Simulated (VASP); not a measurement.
Level of theory: PBE GGA, VASP's PBE PAW potentials (set 64) (plane waves; VASP 6.6.1).

Input for VASP

### INCAR
```
EDIFFG = -0.03   # ionic stop
LCHARG = .False.
ISMEAR = 0   # Gaussian
NSW = 60   # most ionic steps
PREC = Normal
ALGO = Fast
GGA = PE
SYSTEM = Ga31Sb32
NELM = 100
ISYM = 0
EDIFF = 1E-5   # SCF stop (eV)
LREAL = Auto   # projection in real space or not
LWAVE = .False.
NELMIN = 4
ENCUT = 400   # plane-wave cut-off (eV)
LASPH = .True.   # aspherical one-centre terms
LMAXMIX = 4   # l cut-off of mixed one-centre charges
SIGMA = 0.05   # width (eV)
ISIF = 2   # forces and stress, cell fixed
IBRION = 2
NELECT = 252.0
```

**KPOINTS**
```
Automatic mesh
0
G
 1 1 1
```

**POSCAR**
```
Ga31Sb32
1
   12.4495035576    -0.0000000000    -0.0000000000
   -0.0000000000    12.4495035576     0.0000000000
    0.0000000000     0.0000000000    12.4495035576
Ga Sb
31 32
Direct
  0.5000000000   0.0000000000   0.0000000000
  0.7500000000   0.2500000000   0.0000000000
  0.7500000000   0.0000000000   0.2500000000
  0.0000000000   0.0000000000   0.0000000000
  0.2500000000   0.2500000000   0.0000000000
  0.5000000000   0.5000000000   0.0000000000
  0.7500000000   0.7500000000   0.0000000000
  0.2500000000   0.0000000000   0.2500000000
  0.5000000000   0.2500000000   0.2500000000
  0.7500000000   0.5000000000   0.2500000000
  0.5000000000   0.0000000000   0.5000000000
  0.7500000000   0.2500000000   0.5000000000
  0.7500000000   0.0000000000   0.7500000000
  0.0000000000   0.5000000000   0.0000000000
  0.2500000000   0.7500000000   0.0000000000
  0.0000000000   0.2500000000   0.2500000000
  0.2500000000   0.5000000000   0.2500000000
  0.5000000000   0.7500000000   0.2500000000
  0.0000000000   0.0000000000   0.5000000000
  0.2500000000   0.2500000000   0.5000000000
  0.7500000000   0.7500000000   0.5000000000
  0.2500000000   0.0000000000   0.7500000000
  0.5000000000   0.2500000000   0.7500000000
  0.7500000000   0.5000000000   0.7500000000
  0.0000000000   0.7500000000   0.2500000000
  0.0000000000   0.5000000000   0.5000000000
  0.2500000000   0.7500000000   0.5000000000
  0.0000000000   0.2500000000   0.7500000000
  0.2500000000   0.5000000000   0.7500000000
  0.5000000000   0.7500000000   0.7500000000
  0.0000000000   0.7500000000   0.7500000000
  0.6250000000   0.1250000000   0.1250000000
  0.8750000000   0.3750000000   0.1250000000
  0.8750000000   0.1250000000   0.3750000000
  0.1250000000   0.1250000000   0.1250000000
  0.3750000000   0.3750000000   0.1250000000
  0.6250000000   0.6250000000   0.1250000000
  0.8750000000   0.8750000000   0.1250000000
  0.3750000000   0.1250000000   0.3750000000
  0.6253820000   0.3788300000   0.3782570000
  0.8750000000   0.6250000000   0.3750000000
  0.6250000000   0.1250000000   0.6250000000
  0.8750000000   0.3750000000   0.6250000000
  0.8750000000   0.1250000000   0.8750000000
  0.1250000000   0.6250000000   0.1250000000
  0.3750000000   0.8750000000   0.1250000000
  0.1250000000   0.3750000000   0.3750000000
  0.3758670000   0.6265640000   0.3753310000
  0.6250000000   0.8750000000   0.3750000000
  0.1250000000   0.1250000000   0.6250000000
  0.3759950000   0.3788390000   0.6263570000
  0.6245640000   0.6227410000   0.6281610000
  0.8750000000   0.8750000000   0.6250000000
  0.3750000000   0.1250000000   0.8750000000
  0.6250000000   0.3750000000   0.8750000000
  0.8750000000   0.6250000000   0.8750000000
  0.1250000000   0.8750000000   0.3750000000
  0.1250000000   0.6250000000   0.6250000000
  0.3750000000   0.8750000000   0.6250000000
  0.1250000000   0.3750000000   0.8750000000
  0.3750000000   0.6250000000   0.8750000000
  0.6250000000   0.8750000000   0.8750000000
  0.1250000000   0.8750000000   0.8750000000
```

POTCAR, in this order: Ga Sb (PBE.64 set). Program: vasp_gam.

The cell is charged, with a uniform compensating background. The supercell is sampled at Γ alone, which is coarse: total energies, pressure and levels can be off, energies of defects by several tenths of an eV.

Predict the energy per atom (σ→0).

| Quantity | Result |
|---|---|
| energy per atom (σ→0) | -3.636 eV/atom |

File OSZICAR:
```
...
  13 F= -.22906141E+03 E0= -.22906122E+03  d E =-.122531E-01
       N       E                     dE             d eps       ncg     rms          rms(c)
DAV:   1    -0.229063264943E+03   -0.18581E-02   -0.79595E-02   328   0.542E-01    0.107E-01
RMM:   2    -0.229063682093E+03   -0.41715E-03   -0.50185E-03   316   0.120E-01    0.339E-02
RMM:   3    -0.229063752739E+03   -0.70645E-04   -0.73696E-04   322   0.495E-02    0.149E-02
RMM:   4    -0.229063765195E+03   -0.12456E-04   -0.14551E-04   320   0.213E-02    0.120E-02
RMM:   5    -0.229063766219E+03   -0.10242E-05   -0.22702E-05   205   0.973E-03
  14 F= -.22906377E+03 E0= -.22906357E+03  d E =-.235751E-02
```

The cell is a supercell with a defect, built from GaSb (zinc blende): vac_Ga, charge +1. The run is not spin-polarised, so no state with unpaired spins was tried.
